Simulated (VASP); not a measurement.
**Sn: stress against strain**

Sn (diamond, Fd-3m, 33.957 Å³/atom and stress up to 0.08 GPa in the relaxed cell, cube axes along x, y and z) under an equal strain ε along x and y, with z held. LDA in VASP (plane waves, PAW), 480 eV, 8×8×8 Γ-centred mesh, Methfessel-Paxton smearing 0.10 eV; ions are relaxed, or left where forces stay under 0.02 eV/Å, within the symmetry of each cell. Stress is positive for a compressed cell.

Here s stands for strain and y for stress xx.

| strain (%) | stress xx (GPa) |
|---|---|
| -1.50 | 1.58 |
| -1.00 | 1.00 |
| -0.50 | 0.44 |
| 0.00 | -0.08 |
| 0.50 | -0.57 |
| 1.00 | -1.02 |
| 1.50 | -1.44 |
| 3.00 | ? |

The 7 complete rows are fitted with a straight line, y against s. Means: s 0, y -0.013. About the means, the sum of products is -7.0550 and the sum of squares of s is 7.0000; the slope is their ratio. Least squares gives y = -0.013 - 1.0079·s. Residuals (row less fit): 0.081, 0.005, -0.051, -0.067, -0.053, 0.001, 0.085; standard error 0.069 (degrees of freedom: 5). The slope gives the elastic constants C11 + C12 = 101 ± 3 GPa (± standard error of the fit, which holds the terms cut off).

Estimate the missing y (s = 3.00); what did the run itself give?

y = -0.013 - 1.0079 × 3.0 = -3.037 GPa. The calculation gives -2.56 GPa, 0.477 GPa above the prediction (11.5 % of the range of y in the table). The row lies outside the fitted rows, so this is an extrapolation. From the scatter of the fitted rows alone, a prediction at this place has a standard error of 0.107 GPa, so the miss is 4.5 times that.

A polynomial of degree 2 through the 12 other runs of the series gives -2.56 there, so most of the miss is curvature that the fit leaves out. This level leaves no gap over 0.05 eV at strain -1.50, -1.00, -0.50, 0.00, 0.50, 1.00, 1.50, 3.00 %. Sn is here grey tin, stable below 13 °C. Rows are the converged runs of the series near zero and its far end; series whose fitted rows scatter by over a few per cent of the range, as at a crossing or softening among them, aren't shown in this form, nor equations of state whose B0' disagrees with the runs' pressures. Most that stay on the fit to the last digits aren't either.
